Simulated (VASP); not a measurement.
# A VASP study of LiCaSc (rev-vdW-DF2): structure first, properties next, part 4 of 5

Aim: relax LiCaSc, then compute properties on the relaxed cell. The cell is invented: other elements were put on sites of a known structure type. It may not be a known or stable phase.

VASP 6.6.1; rev-vdW-DF2; plane waves and PAW (Li_sv, Ca_sv, Sc_sv); invented cell.

So far. Step 6 (Band structure (rev-vdW-DF2)): Of the bands kept, 4 cross the Fermi level on this path. Step 7 (Density of states (rev-vdW-DF2)): The finer mesh and the other smearing move the Fermi level by -0.04 eV from the 5×5×7 run, a small shift, which tests the Fermi level alone. Of the states within 0.3 eV of the Fermi level, the largest shares in the PAW spheres are Sc d 37 % and Ca d 6 %. The rest lies in smaller channels or between the spheres.

### 8. Zone-centre phonons (rev-vdW-DF2)

Zone-centre modes test whether the atoms sit at a minimum within this cell. IBRION = 6 takes the force constants from differences of forces between displaced cells, so the forces must be tight.

File INCAR:

```
SYSTEM = LiCaSc
PREC = Accurate
ENCUT = 650
EDIFF = 1E-08
NELM = 100
ISMEAR = 1
SIGMA = 0.2
LREAL = .FALSE.
ALGO = Normal
GGA = MK
AGGAC = 0
LUSE_VDW = .TRUE.
PARAM1 = 0.1234
PARAM2 = 0.711357
ZAB_VDW = -1.8867
LASPH = .TRUE.
NBANDS = 18
LORBIT = 11
LWAVE = .FALSE.
LCHARG = .FALSE.
IBRION = 6
NFREE = 2
POTIM = 0.015
ISIF = 2
NSW = 1
```

File POSCAR:

```
LiCaSc
1.0
    5.4092602523      0.0000000000      0.0000000000
   -2.7046301261      4.6845567851      0.0000000000
    0.0000000000      0.0000000000      3.3295698079
Li Ca Sc
1 1 1
Direct
    0.0000000000      0.0000000000      0.5000000000
    0.6666666700      0.3333333300      0.0000000000
    0.3333333300      0.6666666700      0.5000000000
```

File KPOINTS:

```
Automatic mesh
0
Gamma
8 8 12
0 0 0
```

The projector-augmented-wave data sets are Li_sv, Ca_sv and Sc_sv (PBE family, release 64).

Launch:

```
$ mpirun -np 1 vasp_std
```

Output:

```text
[... set-up lines as in an earlier step ...]
 entering main loop
       N       E                     dE             d eps       ncg     rms          rms(c)
DAV:   1     0.321168258158E+03    0.32117E+03   -0.12973E+04  2520   0.152E+03
DAV:   2     0.138718600974E+02   -0.30730E+03   -0.30375E+03  2928   0.469E+02
DAV:   3    -0.277906067991E+01   -0.16651E+02   -0.16411E+02  4276   0.114E+02
DAV:   4    -0.555554843311E+01   -0.27765E+01   -0.27630E+01  4648   0.276E+01
DAV:   5    -0.577408021912E+01   -0.21853E+00   -0.21836E+00  3816   0.757E+00    0.603E+00
DAV:   6    -0.417071892983E+01    0.16034E+01   -0.17138E+01  3944   0.206E+01    0.337E+00
DAV:   7    -0.398046444702E+01    0.19025E+00   -0.22857E+00  4144   0.927E+00    0.149E+00
DAV:   8    -0.396290761556E+01    0.17557E-01   -0.50922E-01  3694   0.448E+00    0.850E-01
DAV:   9    -0.394516643831E+01    0.17741E-01   -0.14387E-01  3892   0.233E+00    0.153E-01
DAV:  10    -0.394545603245E+01   -0.28959E-03   -0.10838E-02  4392   0.609E-01    0.108E-01
DAV:  11    -0.394527395556E+01    0.18208E-03   -0.64411E-03  4056   0.402E-01    0.789E-02
DAV:  12    -0.394513751399E+01    0.13644E-03   -0.12603E-03  3870   0.208E-01    0.849E-03
DAV:  13    -0.394513688828E+01    0.62572E-06   -0.20730E-05  4086   0.292E-02    0.234E-03
DAV:  14    -0.394513685131E+01    0.36967E-07   -0.11101E-06  4206   0.587E-03    0.946E-04
DAV:  15    -0.394513685332E+01   -0.20073E-08   -0.10880E-07  3672   0.228E-03    0.108E-03
DAV:  16    -0.394513680244E+01    0.50873E-07   -0.22235E-07  3838   0.280E-03    0.117E-04
DAV:  17    -0.394513680373E+01   -0.12865E-08   -0.23831E-09  1696   0.483E-04
   1 F= -.39451368E+01 E0= -.39443397E+01  d E =-.239127E-02
 Found     6 degrees of freedom:
 Finite differences POTIM= 0.01500 DOF=   6
 bond charge predicted
       N       E                     dE             d eps       ncg     rms          rms(c)
DAV:   1    -0.394452225133E+01    0.61455E-03   -0.97611E-01  8612   0.482E+00    0.364E-02
DAV:   2    -0.394492823652E+01   -0.40599E-03   -0.50773E-03 10528   0.453E-01    0.153E-02
DAV:   3    -0.394493492774E+01   -0.66912E-05   -0.25589E-04 12880   0.750E-02    0.622E-03
DAV:   4    -0.394493601353E+01   -0.10858E-05   -0.13585E-05 14108   0.260E-02    0.408E-03
DAV:   5    -0.394493609926E+01   -0.85729E-07   -0.12190E-06 14158   0.868E-03    0.167E-03
DAV:   6    -0.394493618231E+01   -0.83048E-07   -0.20723E-07 13862   0.280E-03    0.434E-04
DAV:   7    -0.394493618446E+01   -0.21482E-08   -0.33490E-08  9646   0.176E-03
   2 F= -.39449362E+01 E0= -.39441406E+01  d E =-.238664E-02
[... from here on, the cycles between the ionic steps are left out ...]
   3 F= -.39449362E+01 E0= -.39441406E+01  d E =-.238674E-02
   4 F= -.39451486E+01 E0= -.39443524E+01  d E =-.238855E-02
   5 F= -.39451486E+01 E0= -.39443524E+01  d E =-.238861E-02
   6 F= -.39448660E+01 E0= -.39440690E+01  d E =-.239096E-02
   7 F= -.39448660E+01 E0= -.39440690E+01  d E =-.239098E-02
   8 F= -.39449711E+01 E0= -.39441791E+01  d E =-.237591E-02
   9 F= -.39449711E+01 E0= -.39441791E+01  d E =-.237591E-02
  10 F= -.39448100E+01 E0= -.39440123E+01  d E =-.239317E-02
  11 F= -.39448100E+01 E0= -.39440122E+01  d E =-.239316E-02
  12 F= -.39450885E+01 E0= -.39442956E+01  d E =-.237889E-02
 Finite differences progress:
  Degree of freedom:   6/  6
  Displacement:        1/  2
  Total:              11/ 12
 bond charge predicted
       N       E                     dE             d eps       ncg     rms          rms(c)
DAV:   1    -0.393485285175E+01    0.10236E-01   -0.22290E+00  4268   0.261E+01    0.176E-01
DAV:   2    -0.394473319229E+01   -0.98803E-02   -0.11384E-01  3820   0.222E+00    0.609E-02
DAV:   3    -0.394509129164E+01   -0.35810E-03   -0.52846E-03  5966   0.517E-01    0.407E-02
DAV:   4    -0.394508543522E+01    0.58564E-05   -0.28335E-04  5462   0.101E-01    0.239E-02
DAV:   5    -0.394508826301E+01   -0.28278E-05   -0.39946E-05  5816   0.732E-02    0.575E-03
DAV:   6    -0.394508843007E+01   -0.16705E-06   -0.11143E-06  6074   0.115E-02    0.336E-03
DAV:   7    -0.394508852193E+01   -0.91864E-07   -0.54053E-07  5950   0.114E-02    0.636E-04
DAV:   8    -0.394508852538E+01   -0.34479E-08   -0.71965E-08  5768   0.372E-03
  13 F= -.39450885E+01 E0= -.39442955E+01  d E =-.237906E-02
 Finite differences progress:
  Degree of freedom:   6/  6
  Displacement:        2/  2
  Total:              12/ 12
```

The job ended after 34 min (1 MPI rank of Intel Xeon 6975P-C (Granite Rapids), shared host; peak memory 1.1 GiB).

OUTCAR, selected parts (step 8):

```text
   k-points           NKPTS =     70   k-points in BZ     NKDIM =     70   number of bands    NBANDS=     18

   NELECT =      24.0000    total number of electrons

 E-fermi :   2.1894

 k-point     1 :       0.0000    0.0000    0.0000
  band No.  band energies     occupation
    ...
      9     -19.9998      2.00000
     10      -2.1552      2.00000
     11       1.7499      2.00803
     12       1.9283      2.06913
     13       1.9283      2.06913
     14       3.0986     -0.00000
     15       3.0986     -0.00000
     16       3.7021     -0.00000
     17       4.2107     -0.00000
     18       4.2107     -0.00000

Total vdW correction in eV:      4.0356956

  Total        0.0555313      0.0555313     -0.0279500      0.0000000      0.0000000      0.0000000
  in kB        1.0545180      1.0545180     -0.5307590      0.0000000      0.0000000      0.0000000
  external PRESSURE =       0.5260924 kB  Pullay stress =       0.0000000 kB

 POSITION                                       TOTAL-FORCE (eV/Angst)
 -----------------------------------------------------------------------------------
      0.00000      0.00000      1.66478         0.000000      0.000000      0.008425
      2.70463      1.56152      0.00000         0.000000     -0.000000     -0.014761
     -0.00000      3.12304      1.64978        -0.000000     -0.000000      0.006336
 -----------------------------------------------------------------------------------
    total drift:                                0.000008     -0.000004     -0.000085

  FREE ENERGIE OF THE ION-ELECTRON SYSTEM (eV)
  ---------------------------------------------------
  free  energy   TOTEN  =        -3.9450885254 eV

  energy  without entropy=       -3.9427094698  energy(sigma->0) =       -3.94429551

Total vdW correction in eV:      4.0356969

 Eigenvectors and eigenvalues of the dynamical matrix
 ----------------------------------------------------

   1 f  =    8.241967 THz    51.785808 2PiTHz  274.922437 cm-1    34.086023 meV
             X         Y         Z           dx          dy          dz
      0.000000  0.000000  1.664785    -0.956743   -0.002636    0.000000
      2.704630  1.561519  0.000000     0.121721    0.000335    0.000000
     -0.000000  3.123038  1.664785     0.264234    0.000728   -0.000000

   2 f  =    8.241967 THz    51.785808 2PiTHz  274.922436 cm-1    34.086023 meV
             X         Y         Z           dx          dy          dz
      0.000000  0.000000  1.664785    -0.002636    0.956743   -0.000000
      2.704630  1.561519  0.000000     0.000335   -0.121721    0.000000
     -0.000000  3.123038  1.664785     0.000728   -0.264234   -0.000000

   3 f  =    4.993208 THz    31.373250 2PiTHz  166.555484 cm-1    20.650239 meV
             X         Y         Z           dx          dy          dz
      0.000000  0.000000  1.664785     0.089509    0.000247    0.000000
      2.704630  1.561519  0.000000    -0.741041   -0.002042    0.000000
     -0.000000  3.123038  1.664785     0.665461    0.001834   -0.000000

   4 f  =    4.993208 THz    31.373250 2PiTHz  166.555484 cm-1    20.650239 meV
             X         Y         Z           dx          dy          dz
      0.000000  0.000000  1.664785    -0.000247    0.089509    0.000000
      2.704630  1.561519  0.000000     0.002042   -0.741041   -0.000000
     -0.000000  3.123038  1.664785    -0.001834    0.665461    0.000000

   5 f  =    4.176513 THz    26.241804 2PiTHz  139.313471 cm-1    17.272661 meV
             X         Y         Z           dx          dy          dz
      0.000000  0.000000  1.664785     0.000000   -0.000000   -0.456202
      2.704630  1.561519  0.000000     0.000000   -0.000000    0.730667
     -0.000000  3.123038  1.664785    -0.000000    0.000000   -0.507942

   6 f  =    0.018597 THz     0.116850 2PiTHz    0.620337 cm-1     0.076912 meV
             X         Y         Z           dx          dy          dz
      0.000000  0.000000  1.664785     0.000000   -0.000000    0.271041
      2.704630  1.561519  0.000000     0.000000   -0.000000    0.657771
     -0.000000  3.123038  1.664785     0.000000   -0.000000    0.702762

   7 f/i=    0.008778 THz     0.055157 2PiTHz    0.292817 cm-1     0.036305 meV
             X         Y         Z           dx          dy          dz
      0.000000  0.000000  1.664785    -0.001905   -0.276805   -0.000000
      2.704630  1.561519  0.000000    -0.004545   -0.660316   -0.000000
     -0.000000  3.123038  1.664785    -0.004805   -0.698079   -0.000000

   8 f/i=    0.008778 THz     0.055157 2PiTHz    0.292817 cm-1     0.036305 meV
             X         Y         Z           dx          dy          dz
      0.000000  0.000000  1.664785     0.276805   -0.001905   -0.000000
      2.704630  1.561519  0.000000     0.660316   -0.004545   -0.000000
     -0.000000  3.123038  1.664785     0.698079   -0.004805   -0.000000

   9 f/i=    2.973266 THz    18.681579 2PiTHz   99.177465 cm-1    12.296433 meV
             X         Y         Z           dx          dy          dz
      0.000000  0.000000  1.664785    -0.000000    0.000000    0.847594
      2.704630  1.561519  0.000000    -0.000000    0.000000    0.182929
     -0.000000  3.123038  1.664785    -0.000000    0.000000   -0.498117

 ELASTIC MODULI CONTR FROM IONIC RELAXATION (kBar)
 Direction    XX          YY          ZZ          XY          YZ          ZX
 --------------------------------------------------------------------------------
 XX         -21.7001     21.7001     -0.0000     -0.0000      0.0000      0.0000
 YY          21.7001    -21.7001      0.0000     -0.0000      0.0000     -0.0000
 ZZ          -0.0000      0.0000     -0.0000      0.0000      0.0000      0.0000
 XY          -0.0000     -0.0000      0.0000    -21.7001      0.0000      0.0000
 YZ           0.0000      0.0000      0.0000      0.0000      0.0000      0.0000
 ZX           0.0000     -0.0000      0.0000      0.0000      0.0000     -0.0000
 --------------------------------------------------------------------------------

[... 6 parts as in an earlier step ...]

[... 10 further parts left out ...]
```

CONTCAR:

```
LiCaSc
   1.00000000000000
     5.4092602523000002    0.0000000000000000    0.0000000000000000
    -2.7046301261000001    4.6845567850999998    0.0000000000000000
     0.0000000000000000    0.0000000000000000    3.3295698079000000
  Li              Ca              Sc
     1     1     1
Direct
     0.0000000000000000    0.0000000000000000    0.5000000000000000
     0.6666666699999979    0.3333333300000021    0.0000000000000000
     0.3333333300000021    0.6666666699999979    0.4954949134977109
```

The last energy, forces, stress and levels in OUTCAR belong to the last displaced cell, not to the cell of POSCAR.

This step gave:

```
bands                     : 18
irreducible k-points      : 70
pressure of the cell      : 0.05289 GPa
largest force of the cell : 0 eV/Å
```

The modes at Γ (shares of kinetic energy by element, %) (negative means imaginary):

| mode | frequency (cm⁻¹) | symmetry | Li % | Ca % | Sc % |
| --- | --- | --- | --- | --- | --- |
| 1 | -99.2 | A2'' | 72 | 3 | 25 |
| 2 | -0.3 | acoustic | 8 | 44 | 49 |
| 3 | -0.3 | acoustic | 8 | 44 | 49 |
| 4 | 0.6 | acoustic | 7 | 43 | 49 |
| 5 | 139.3 | A2'' | 21 | 53 | 26 |
| 6 | 166.6 | E' | 1 | 55 | 44 |
| 7 | 166.6 | E' | 1 | 55 | 44 |
| 8 | 274.9 | E' | 92 | 1 | 7 |
| 9 | 274.9 | E' | 92 | 1 | 7 |

Displacements in mode 1 (-99.2 cm⁻¹), the largest set to 1:
```
Li1  0.00  0.00  1.00
Ca2  0.00  0.00  0.09
Sc3  0.00  0.00 -0.23
```

Displacements in mode 8 (274.9 cm⁻¹), the largest set to 1:
```
Li1  0.00  1.00  0.00
Ca2  0.00 -0.05  0.00
Sc3  0.00 -0.11  0.00
```

The three acoustic modes lie within 0.6 cm⁻¹ of zero, but one optical mode is imaginary, so the cell is a saddle point and not a minimum. By the characters of their eigenvectors the optical modes sort into (cm⁻¹) Raman active: E' 167, E' 275; infrared active: A2'' 99i, A2'' 139, E' 167, E' 275.

### 9. Volume scan with rev-vdW-DF2

An equation of state needs energies on both sides of the minimum, all on one mesh and cutoff.

Changes to INCAR since step 8:

```diff
@@ -3,3 +3,3 @@
 ENCUT = 650
-EDIFF = 1E-08
+EDIFF = 1E-06
 NELM = 100
@@ -20,6 +20,2 @@
 LCHARG = .FALSE.
-IBRION = 6
-NFREE = 2
-POTIM = 0.015
 ISIF = 2
-NSW = 1
```

File POSCAR:

```
LiCaSc
1.0
    5.2988362016      0.0000000000      0.0000000000
   -2.6494181007      4.5889267522      0.0000000000
    0.0000000000      0.0000000000      3.2616003318
Li Ca Sc
1 1 1
Direct
    0.0000000000      0.0000000000      0.5000000000
    0.6666666700      0.3333333300      0.0000000000
    0.3333333300      0.6666666700      0.5000000000
```

File KPOINTS:

```
Automatic mesh
0
Gamma
5 5 7
0 0 0
```

Launch:

```
$ mpirun -np 1 vasp_std
```

Output:

```text
[... set-up lines as in an earlier step ...]
 entering main loop
       N       E                     dE             d eps       ncg     rms          rms(c)
DAV:   1     0.323072674002E+03    0.32307E+03   -0.13168E+04   720   0.154E+03
DAV:   2     0.150050223425E+02   -0.30807E+03   -0.30396E+03   840   0.480E+02
DAV:   3    -0.266448281798E+01   -0.17670E+02   -0.17473E+02  1220   0.114E+02
DAV:   4    -0.548840275807E+01   -0.28239E+01   -0.28152E+01  1294   0.276E+01
DAV:   5    -0.571982357412E+01   -0.23142E+00   -0.23124E+00  1104   0.799E+00    0.604E+00
DAV:   6    -0.413543172129E+01    0.15844E+01   -0.16934E+01  1104   0.212E+01    0.327E+00
DAV:   7    -0.395196859413E+01    0.18346E+00   -0.20582E+00  1194   0.909E+00    0.144E+00
DAV:   8    -0.393658875685E+01    0.15380E-01   -0.44453E-01  1070   0.432E+00    0.784E-01
DAV:   9    -0.392091914673E+01    0.15670E-01   -0.12794E-01  1092   0.228E+00    0.152E-01
DAV:  10    -0.392111338265E+01   -0.19424E-03   -0.88162E-03  1232   0.566E-01    0.936E-02
DAV:  11    -0.392101735757E+01    0.96025E-04   -0.56422E-03  1272   0.362E-01    0.777E-02
DAV:  12    -0.392088273785E+01    0.13462E-03   -0.12689E-03  1112   0.200E-01    0.835E-03
DAV:  13    -0.392088197865E+01    0.75920E-06   -0.28108E-05  1098   0.327E-02    0.360E-03
DAV:  14    -0.392088173469E+01    0.24396E-06   -0.45216E-06   836   0.127E-02
   1 F= -.39208817E+01 E0= -.39207130E+01  d E =-.506083E-03
```

It took 1.7 min on 1 MPI rank; peak memory 0.6 GiB.

OUTCAR, selected parts (step 9):

```text
   ENCUT  =  650.0 eV  47.77 Ry    6.91 a.u.  11.02 11.02  6.78*2*pi/ulx,y,z

   NELECT =      24.0000    total number of electrons

 E-fermi :   2.4667

 k-point     1 :       0.0000    0.0000    0.0000
  band No.  band energies     occupation
    ...
      9     -19.5673      2.00000
     10      -1.9798      2.00000
     11       1.9890      2.00375
     12       2.1678      2.05575
     13       2.1678      2.05575
     14       3.4391     -0.00000
     15       3.4391     -0.00000
     16       4.0326     -0.00000
     17       4.6370     -0.00000
     18       4.6370     -0.00000

Total vdW correction in eV:      4.0021271

  Total        0.7747240      0.7747240      0.8199562      0.0000000     -0.0000000     -0.0000000
  in kB       15.6507530     15.6507529     16.5645215      0.0000000     -0.0000000     -0.0000000
  external PRESSURE =      15.9553425 kB  Pullay stress =       0.0000000 kB

 POSITION                                       TOTAL-FORCE (eV/Angst)
 -----------------------------------------------------------------------------------
      0.00000      0.00000      1.63080         0.000000      0.000000      0.000000
      2.64942      1.52964      0.00000        -0.000000      0.000000      0.000000
     -0.00000      3.05928      1.63080         0.000000      0.000000      0.000000
 -----------------------------------------------------------------------------------
    total drift:                                0.000007     -0.000004      0.000000

  FREE ENERGIE OF THE ION-ELECTRON SYSTEM (eV)
  ---------------------------------------------------
  free  energy   TOTEN  =        -3.9208817347 eV

  energy  without entropy=       -3.9203756514  energy(sigma->0) =       -3.92071304

Total vdW correction in eV:      4.0020729

[... 4 parts as in an earlier step ...]

[... 12 further parts left out ...]
```

The scan keeps the cell's shape and the fractional positions fixed.

This step gave:

* irreducible k-points: 20
* free energy (TOTEN): -3.921 eV
* energy at zero smearing: -3.921 eV
* Fermi energy: 2.467 eV
* pressure: 1.596 GPa

The pressure here is 1.60 GPa.

(Continued in part 5 of 5.)

[Lines on the potential files, build, host, timing and source positions are cut from VASP's logs without a mark.]

[Logs are printed without paths, hosts, clocks, repeated set-up lines and the standing remarks that a program may print on its own settings, such as how far it seeks lower states.]

[Hosts, paths, dates, database ids (printed as entryN), source tags and the programs' standing remarks are cut or masked in the printed files.]

[A measured line is paired with the nearest computed mode of its activity, which favours agreement.]

[In band tables of VASP the shares of atoms and orbitals are scaled to a sum of 1 inside the atoms' spheres.]
